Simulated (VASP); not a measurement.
Level of theory: PBE GGA, VASP's PBE PAW potentials (set 64) (plane waves; VASP 6.6.1).

Input for VASP

File KPOINTS:
```
K-points
0
G
1 1 1
0 0 0
```

**POSCAR**
```
Zn35O36
1
    4.9323206900    -8.5430313936     0.0000000000
    4.9323206900     8.5430313936     0.0000000000
    0.0000000000     0.0000000000    10.5847753959
Zn O
35 36
Direct
  0.2222220000   0.1111110000   0.2500000000
  0.1111110000   0.2222220000   0.0000000000
  0.2222220000   0.1111110000   0.7500000000
  0.1111110000   0.2222220000   0.5000000000
  0.2222220000   0.4444440000   0.2500000000
  0.1111110000   0.5555560000   0.0000000000
  0.2222220000   0.4444440000   0.7500000000
  0.1111110000   0.5555560000   0.5000000000
  0.2222220000   0.7777780000   0.2500000000
  0.1111110000   0.8888890000   0.0000000000
  0.2222220000   0.7777780000   0.7500000000
  0.1111110000   0.8888890000   0.5000000000
  0.5555560000   0.1111110000   0.2500000000
  0.4444440000   0.2222220000   0.0000000000
  0.5555560000   0.1111110000   0.7500000000
  0.4444440000   0.2222220000   0.5000000000
  0.5555560000   0.4444440000   0.2500000000
  0.4444440000   0.5555560000   0.0000000000
  0.5555560000   0.4444440000   0.7500000000
  0.5555560000   0.7777780000   0.2500000000
  0.4444440000   0.8888890000   0.0000000000
  0.5555560000   0.7777780000   0.7500000000
  0.4444440000   0.8888890000   0.5000000000
  0.8888890000   0.1111110000   0.2500000000
  0.7777780000   0.2222220000   0.0000000000
  0.8888890000   0.1111110000   0.7500000000
  0.7777780000   0.2222220000   0.5000000000
  0.8888890000   0.4444440000   0.2500000000
  0.7777780000   0.5555560000   0.0000000000
  0.8888890000   0.4444440000   0.7500000000
  0.7777780000   0.5555560000   0.5000000000
  0.8888890000   0.7777780000   0.2500000000
  0.7777780000   0.8888890000   0.0000000000
  0.8888890000   0.7777780000   0.7500000000
  0.7777780000   0.8888890000   0.5000000000
  0.2222220000   0.1111110000   0.4410000000
  0.1111110000   0.2222220000   0.1910000000
  0.2222220000   0.1111110000   0.9410000000
  0.1111110000   0.2222220000   0.6910000000
  0.2230370000   0.4445880000   0.4365480000
  0.1111110000   0.5555560000   0.1910000000
  0.2222220000   0.4444440000   0.9410000000
  0.1111110000   0.5555560000   0.6910000000
  0.2222220000   0.7777780000   0.4410000000
  0.1111110000   0.8888890000   0.1910000000
  0.2222220000   0.7777780000   0.9410000000
  0.1111110000   0.8888890000   0.6910000000
  0.5555560000   0.1111110000   0.4410000000
  0.4444440000   0.2222220000   0.1910000000
  0.5555560000   0.1111110000   0.9410000000
  0.4444440000   0.2222220000   0.6910000000
  0.5520270000   0.4441260000   0.4382520000
  0.4444440000   0.5555560000   0.1910000000
  0.5555560000   0.4444440000   0.9410000000
  0.4435870000   0.5494460000   0.6902590000
  0.5516210000   0.7788250000   0.4364690000
  0.4444440000   0.8888890000   0.1910000000
  0.5555560000   0.7777780000   0.9410000000
  0.4444440000   0.8888890000   0.6910000000
  0.8888890000   0.1111110000   0.4410000000
  0.7777780000   0.2222220000   0.1910000000
  0.8888890000   0.1111110000   0.9410000000
  0.7777780000   0.2222220000   0.6910000000
  0.8888890000   0.4444440000   0.4410000000
  0.7777780000   0.5555560000   0.1910000000
  0.8888890000   0.4444440000   0.9410000000
  0.7777780000   0.5555560000   0.6910000000
  0.8888890000   0.7777780000   0.4410000000
  0.7777780000   0.8888890000   0.1910000000
  0.8888890000   0.7777780000   0.9410000000
  0.7777780000   0.8888890000   0.6910000000
```

**INCAR**
```
# general
SYSTEM  = Zn35O36
PREC    = Normal
ENCUT   = 400   # plane-wave cut-off (eV)
LREAL   = Auto   # projection in real space or not
LASPH   = .TRUE.   # aspherical one-centre terms
ISYM    = 0
NELECT  = 638.0

# electronic loop
EDIFF   = 1E-5   # SCF stop (eV)
NELM    = 100
NELMIN  = 4
ALGO    = Fast   # Davidson, then RMM-DIIS
LMAXMIX = 4   # l cut-off of mixed one-centre charges

# smearing
ISMEAR  = 0
SIGMA   = 0.05

# functional
GGA     = PE   # PBE

# ions
IBRION  = 2
NSW     = 60   # most ionic steps
ISIF    = 2   # forces and stress, cell fixed
EDIFFG  = -0.03

# output
LWAVE   = .FALSE.
LCHARG  = .FALSE.
```

POTCAR, in this order: Zn O (PBE.64 set). Program: vasp_gam.

The run wrote:

**OUTCAR**
```
 ion  position               nearest neighbor table
   1  0.222  0.111  0.250-  49 2.00  45 2.00  37 2.00  36 2.02
   2  0.111  0.222  0.000-  42 2.00  62 2.00  38 2.00  37 2.02
   3  0.222  0.111  0.750-  51 2.00  47 2.00  39 2.00  38 2.02
   4  0.111  0.222  0.500-  60 2.00  36 2.00  40 2.01  39 2.02
   5  0.222  0.444  0.250-  40 1.97  37 2.00  53 2.00  41 2.00
   6  0.111  0.556  0.000-  46 2.00  66 2.00  42 2.00  41 2.02
   7  0.222  0.444  0.750-  55 1.99  39 2.00  43 2.00  42 2.02
   8  0.111  0.556  0.500-  44 2.00  64 2.00  40 2.02  43 2.02
   9  0.222  0.778  0.250-  41 2.00  57 2.00  45 2.00  44 2.02
  10  0.111  0.889  0.000-  38 2.00  70 2.00  46 2.00  45 2.02
  11  0.222  0.778  0.750-  43 2.00  59 2.00  47 2.00  46 2.02
  12  0.111  0.889  0.500-  36 2.00  68 2.00  44 2.00  47 2.02
  13  0.556  0.111  0.250-  61 2.00  57 2.00  49 2.00  48 2.02
  14  0.444  0.222  0.000-  38 2.00  54 2.00  50 2.00  49 2.02
  15  0.556  0.111  0.750-  63 2.00  59 2.00  51 2.00  50 2.02
  16  0.444  0.222  0.500-  36 2.00  48 2.00  52 2.01  51 2.02
  17  0.556  0.444  0.250-  52 1.99  49 2.00  65 2.00  53 2.00
  18  0.444  0.556  0.000-  42 2.00  58 2.00  54 2.00  53 2.02
  19  0.556  0.444  0.750-  55 1.96  51 2.00  67 2.00  54 2.02
  20  0.556  0.778  0.250-  56 1.97  69 2.00  53 2.00  57 2.00
  21  0.444  0.889  0.000-  46 2.00  50 2.00  58 2.00  57 2.02
  22  0.556  0.778  0.750-  71 2.00  59 2.00  58 2.02  55 2.05
  23  0.444  0.889  0.500-  56 1.97  44 2.00  48 2.00  59 2.02
  24  0.889  0.111  0.250-  37 2.00  69 2.00  61 2.00  60 2.02
...
```

### OSZICAR
```
...
RMM:   2    -0.312073063419E+03   -0.55123E-02   -0.60473E-02   764   0.454E-01    0.170E-01
RMM:   3    -0.312073566029E+03   -0.50261E-03   -0.80900E-03   765   0.162E-01    0.936E-02
RMM:   4    -0.312073543432E+03    0.22597E-04   -0.86702E-04   772   0.593E-02    0.590E-02
RMM:   5    -0.312073520857E+03    0.22575E-04   -0.23406E-04   752   0.323E-02    0.214E-02
RMM:   6    -0.312073527180E+03   -0.63230E-05   -0.66485E-05   599   0.141E-02
  14 F= -.31207353E+03 E0= -.31207353E+03  d E =-.265371E-02
       N       E                     dE             d eps       ncg     rms          rms(c)
DAV:   1    -0.312072209582E+03    0.13113E-02   -0.88159E-01   800   0.163E+00    0.150E-01
RMM:   2    -0.312073686287E+03   -0.14767E-02   -0.16185E-02   764   0.235E-01    0.887E-02
RMM:   3    -0.312073818044E+03   -0.13176E-03   -0.21628E-03   765   0.842E-02    0.506E-02
RMM:   4    -0.312073809019E+03    0.90253E-05   -0.22605E-04   754   0.317E-02    0.319E-02
RMM:   5    -0.312073803620E+03    0.53989E-05   -0.74850E-05   606   0.176E-02
  15 F= -.31207380E+03 E0= -.31207380E+03  d E =-.293015E-02
       N       E                     dE             d eps       ncg     rms          rms(c)
DAV:   1    -0.312070765757E+03    0.30433E-02   -0.29136E+00   772   0.282E+00    0.261E-01
RMM:   2    -0.312075350901E+03   -0.45851E-02   -0.49990E-02   764   0.381E-01    0.130E-01
RMM:   3    -0.312075845847E+03   -0.49495E-03   -0.69347E-03   767   0.135E-01    0.786E-02
RMM:   4    -0.312075829756E+03    0.16091E-04   -0.65415E-04   771   0.481E-02    0.471E-02
RMM:   5    -0.312075818916E+03    0.10840E-04   -0.18693E-04   715   0.262E-02    0.170E-02
RMM:   6    -0.312075823466E+03   -0.45499E-05   -0.42374E-05   538   0.111E-02
  16 F= -.31207582E+03 E0= -.31207582E+03  d E =-.201985E-02
       N       E                     dE             d eps       ncg     rms          rms(c)
DAV:   1    -0.312068562103E+03    0.72568E-02   -0.46401E+00   772   0.356E+00    0.325E-01
RMM:   2    -0.312075946131E+03   -0.73840E-02   -0.80407E-02   764   0.485E-01    0.164E-01
RMM:   3    -0.312076732106E+03   -0.78597E-03   -0.11128E-02   767   0.172E-01    0.103E-01
RMM:   4    -0.312076697938E+03    0.34168E-04   -0.10382E-03   769   0.631E-02    0.621E-02
RMM:   5    -0.312076677621E+03    0.20317E-04   -0.32319E-04   754   0.346E-02    0.222E-02
RMM:   6    -0.312076686096E+03   -0.84746E-05   -0.76841E-05   606   0.145E-02
  17 F= -.31207669E+03 E0= -.31207669E+03  d E =-.288248E-02
       N       E                     dE             d eps       ncg     rms          rms(c)
DAV:   1    -0.312074255501E+03    0.24221E-02   -0.21939E+00   772   0.241E+00    0.228E-01
RMM:   2    -0.312078040941E+03   -0.37854E-02   -0.40863E-02   764   0.341E-01    0.108E-01
RMM:   3    -0.312078450810E+03   -0.40987E-03   -0.55621E-03   766   0.121E-01    0.689E-02
RMM:   4    -0.312078450098E+03    0.71216E-06   -0.61190E-04   772   0.445E-02    0.417E-02
RMM:   5    -0.312078439227E+03    0.10871E-04   -0.14138E-04   689   0.233E-02    0.150E-02
RMM:   6    -0.312078443423E+03   -0.41954E-05   -0.35360E-05   519   0.989E-03
  18 F= -.31207844E+03 E0= -.31207844E+03  d E =-.175733E-02
       N       E                     dE             d eps       ncg     rms          rms(c)
DAV:   1    -0.312066607355E+03    0.11832E-01   -0.69006E+00   772   0.427E+00    0.406E-01
RMM:   2    -0.312078543826E+03   -0.11936E-01   -0.12860E-01   764   0.603E-01    0.193E-01
RMM:   3    -0.312079860360E+03   -0.13165E-02   -0.17880E-02   767   0.215E-01    0.124E-01
RMM:   4    -0.312079817292E+03    0.43068E-04   -0.16805E-03   776   0.774E-02    0.756E-02
RMM:   5    -0.312079784234E+03    0.33058E-04   -0.47889E-04   758   0.415E-02    0.275E-02
RMM:   6    -0.312079796014E+03   -0.11780E-04   -0.10375E-04   639   0.174E-02    0.210E-02
RMM:   7    -0.312079793994E+03    0.20206E-05   -0.33981E-05   500   0.111E-02
  19 F= -.31207979E+03 E0= -.31207979E+03  d E =-.310790E-02
       N       E                     dE             d eps       ncg     rms          rms(c)
DAV:   1    -0.312078927126E+03    0.86889E-03   -0.12984E+00   824   0.196E+00    0.174E-01
RMM:   2    -0.312080996099E+03   -0.20690E-02   -0.22783E-02   764   0.272E-01    0.910E-02
RMM:   3    -0.312081189449E+03   -0.19335E-03   -0.30305E-03   764   0.970E-02    0.534E-02
RMM:   4    -0.312081187297E+03    0.21521E-05   -0.37891E-04   757   0.341E-02    0.324E-02
RMM:   5    -0.312081179663E+03    0.76335E-05   -0.83585E-05   627   0.182E-02
  20 F= -.31208118E+03 E0= -.31208118E+03  d E =-.138567E-02
       N       E                     dE             d eps       ncg     rms          rms(c)
DAV:   1    -0.312074987321E+03    0.62000E-02   -0.37339E+00   776   0.332E+00    0.303E-01
RMM:   2    -0.312080997094E+03   -0.60098E-02   -0.66134E-02   764   0.464E-01    0.156E-01
RMM:   3    -0.312081613346E+03   -0.61625E-03   -0.92398E-03   766   0.166E-01    0.915E-02
RMM:   4    -0.312081579600E+03    0.33746E-04   -0.89700E-04   769   0.564E-02    0.567E-02
RMM:   5    -0.312081559592E+03    0.20009E-04   -0.28196E-04   760   0.314E-02    0.189E-02
RMM:   6    -0.312081564830E+03   -0.52390E-05   -0.70589E-05   589   0.141E-02
  21 F= -.31208156E+03 E0= -.31208156E+03  d E =-.177084E-02
       N       E                     dE             d eps       ncg     rms          rms(c)
DAV:   1    -0.312081113566E+03    0.44603E-03   -0.35226E-01   832   0.102E+00    0.932E-02
RMM:   2    -0.312081659111E+03   -0.54555E-03   -0.60284E-03   764   0.141E-01    0.467E-02
RMM:   3    -0.312081712650E+03   -0.53539E-04   -0.81424E-04   763   0.501E-02    0.257E-02
RMM:   4    -0.312081712216E+03    0.43436E-06   -0.92938E-05   617   0.172E-02
  22 F= -.31208171E+03 E0= -.31208171E+03  d E =-.191822E-02
       N       E                     dE             d eps       ncg     rms          rms(c)
DAV:   1    -0.312079470407E+03    0.22422E-02   -0.16522E+00   776   0.221E+00    0.203E-01
RMM:   2    -0.312082466161E+03   -0.29958E-02   -0.32215E-02   764   0.326E-01    0.983E-02
RMM:   3    -0.312082761259E+03   -0.29510E-03   -0.43014E-03   765   0.119E-01    0.588E-02
RMM:   4    -0.312082761531E+03   -0.27158E-06   -0.47859E-04   766   0.403E-02    0.385E-02
RMM:   5    -0.312082750118E+03    0.11413E-04   -0.11092E-04   674   0.208E-02    0.128E-02
RMM:   6    -0.312082752293E+03   -0.21756E-05   -0.23511E-05   492   0.927E-03
  23 F= -.31208275E+03 E0= -.31208275E+03  d E =-.104008E-02
       N       E                     dE             d eps       ncg     rms          rms(c)
DAV:   1    -0.312079728352E+03    0.30218E-02   -0.17089E+00   776   0.225E+00    0.206E-01
RMM:   2    -0.312082826361E+03   -0.30980E-02   -0.33347E-02   764   0.331E-01    0.101E-01
RMM:   3    -0.312083135106E+03   -0.30874E-03   -0.45151E-03   765   0.121E-01    0.609E-02
RMM:   4    -0.312083136173E+03   -0.10675E-05   -0.51446E-04   767   0.414E-02    0.387E-02
RMM:   5    -0.312083125277E+03    0.10896E-04   -0.11724E-04   690   0.216E-02    0.133E-02
RMM:   6    -0.312083127810E+03   -0.25330E-05   -0.26241E-05   492   0.957E-03
  24 F= -.31208313E+03 E0= -.31208313E+03  d E =-.141559E-02
       N       E                     dE             d eps       ncg     rms          rms(c)
DAV:   1    -0.312082580143E+03    0.54513E-03   -0.58045E-01   792   0.134E+00    0.123E-01
RMM:   2    -0.312083590048E+03   -0.10099E-02   -0.11055E-02   764   0.195E-01    0.736E-02
RMM:   3    -0.312083678981E+03   -0.88933E-04   -0.14481E-03   764   0.698E-02    0.413E-02
RMM:   4    -0.312083674454E+03    0.45274E-05   -0.17800E-04   720   0.246E-02    0.271E-02
RMM:   5    -0.312083668823E+03    0.56310E-05   -0.45267E-05   540   0.134E-02
  25 F= -.31208367E+03 E0= -.31208367E+03  d E =-.541012E-03
```

OUTCAR:
```
------------------------ aborting loop because EDIFF is reached ----------------------------------------
  FORCE on cell =-STRESS in cart. coord.  units (eV):
  Direction    XX          YY          ZZ          XY          YZ          ZX
  --------------------------------------------------------------------------------------
  Total       -5.5526158     -5.1019779    -10.4136882     -0.0009315     -0.0004347     -0.0168715
  in kB       -9.9731708     -9.1637704    -18.7042459     -0.0016731     -0.0007807     -0.0303032
  external PRESSURE =     -12.6137290 kB  Pullay stress =       0.0000000 kB
  volume of cell :      892.02
      direct lattice vectors                 reciprocal lattice vectors
     4.932320690 -8.543031394  0.000000000     0.101372160 -0.058527234  0.000000000
     4.932320690  8.543031394  0.000000000     0.101372160  0.058527234  0.000000000
     0.000000000  0.000000000 10.584775396     0.000000000  0.000000000  0.094475316
  FREE ENERGIE OF THE ION-ELECTRON SYSTEM (eV)
  ---------------------------------------------------
  free  energy   TOTEN  =      -312.0836688226 eV

  energy  without entropy=     -312.0836688226  energy(sigma->0) =     -312.08366882

 reached required accuracy - stopping structural energy minimisation
```
(Selected blocks of OUTCAR.)

**CONTCAR**
```
Zn35O36
   1.00000000000000
     4.9323206900000001   -8.5430313935999997    0.0000000000000000
     4.9323206900000001    8.5430313935999997    0.0000000000000000
     0.0000000000000000    0.0000000000000000   10.5847753958999995
  Zn              O
    35    36
Direct
     0.2224369363746788    0.1118975417010003    0.2519597529045117
     0.1105152396798631    0.2219238845103787    0.0016009831118778
     0.2226514771514546    0.1122175607255611    0.7500096793474292
     0.1157497814582594    0.2284241535033411    0.4984501718589669
     0.2279917622694583    0.4473059555316013    0.2528468808553929
     0.1103800959830165    0.5548744413908715    0.0015076104116855
     0.2221772972462094    0.4443639338121256    0.7471372460125465
     0.1159609888159034    0.5540560788904280    0.4984569516363950
     0.2226119182024886    0.7772251582932982    0.2519452446555152
     0.1110312011822447    0.8887024885246452    0.0017265157552990
     0.2227379435588941    0.7770338988059661    0.7500650526491666
     0.1111662455160772    0.8888120918836454    0.5017957011931554
     0.5544830972964271    0.1105768618690767    0.2546418941518210
     0.4446654726424724    0.2220472468623230    0.0015019934370665
     0.5553897667243077    0.1110926027492661    0.7489643199175205
     0.4456650337810329    0.2284204657873474    0.4984419360065462
     0.5525089127361952    0.4473253332011340    0.2527012435505356
     0.4442895944127582    0.5555655126160188    0.9861862945803964
     0.5553860520935467    0.4444967724746268    0.7471356033097807
     0.5525010293480556    0.7717237297149957    0.2527887647635416
     0.4448230381691552    0.8893833368812057    0.0015618380301016
     0.5555531838117870    0.7778162609057928    0.7473028577494082
     0.4458006867854517    0.8837481312241182    0.4984376542862110
     0.8891216266511787    0.1106518759656861    0.2546031135937486
     0.7776724016458719    0.2220873019467981    0.0017178532963648
     0.8887959920254279    0.1111178157232442    0.7489886240830592
     0.7775541639514525    0.2222085742628657    0.4977638485851072
     0.8892663374966211    0.4453918928232035    0.2546012014844173
     0.7777709341710407    0.5550720526999975    0.0015112942861237
     0.8887915850273412    0.4444481250970267    0.7489542770305353
     0.7714833823125045    0.5542235970897785    0.4984386050323407
     0.8879292169046509    0.7773678068514552    0.2519665920533732
     0.7779602726512509    0.8893137215069038    0.0016293900268146
     0.8876716599978481    0.7772090478998869    0.7500130543603493
     0.7713450491588195    0.8839509519771921    0.4984054842830548
     0.2211252379051440    0.1092436958237939    0.4411824171574191
     0.1101127082141987    0.2202182930551774    0.1894871710377570
     0.2216837590513766    0.1101815375883339    0.9397822121470004
     0.1102204343889500    0.2208472347940638    0.6899130253289739
     0.2060328136836385    0.4362417027777998    0.4330386073672102
     0.1102866635847670    0.5566296442742312    0.1894088048428810
     0.2158166212196326    0.4410545971839664    0.9413527964648175
     0.1102230243490945    0.5559797481947694    0.6899539383317006
     0.2213036056284928    0.7785291211792451    0.4411544624721391
     0.1110152757106822    0.8887918721816340    0.1907583322372526
     0.2218192759493711    0.7779165333107338    0.9398748112489650
     0.1110698356828565    0.8888059344356630    0.6918883625413075
     0.5538781248324478    0.1101442135866845    0.4425365082284896
     0.4430112267532005    0.2201719789535497    0.1893987310243884
     0.5560348012047280    0.1113841193633286    0.9389470795791218
     0.4437142338477547    0.2209224112711844    0.6899269937905188
     0.5637913129379650    0.4361425054140015    0.4328427532108146
     0.4442660058818058    0.5554715346068692    0.1793608699142547
     0.5585029628463506    0.4413118421804120    0.9413489759595064
     0.4443727536345468    0.5556637407644835    0.7286272581820749
     0.5635022807802602    0.7935929592627540    0.4330284506471782
     0.4432133356153828    0.8895542683836020    0.1894598437104615
     0.5587993546103047    0.7840654740015125    0.9414373245941416
     0.4438063071655549    0.8896147551667120    0.6899201978924905
     0.8893660009782854    0.1103731778571476    0.4424952977204547
     0.7775888229619820    0.2222368357267576    0.1910620807662886
     0.8885315135279406    0.1112727528733870    0.9389816600004146
     0.7776171385346216    0.2222052998257466    0.6894598440270316
     0.8896028478828454    0.4458584035257305    0.4425017752947462
     0.7796380939488939    0.5567988689507667    0.1893893813325754
     0.8884071091012633    0.4437168464346837    0.9389400364913952
     0.7789801859181824    0.5561309009109838    0.6899471029155025
     0.8907072665826901    0.7787319478379302    0.4411662202628166
     0.7795783265781941    0.8896502669085371    0.1895033658190054
     0.8895287067768797    0.7780090690786476    0.9397983204498209
     0.7790626544959663    0.8896667066123736    0.6898934587190046
```

At this cut-off the stress carries a Pulay error, which pulls relaxed volumes low. The cell is charged, with a uniform compensating background. The supercell is sampled at Γ alone, which is coarse: total energies, pressure and levels can be off, energies of defects by several tenths of an eV.

The cell is a supercell with a defect, built from ZnO (wurtzite): vac_Zn, charge -2. The run is not spin-polarised, so no state with unpaired spins was tried.
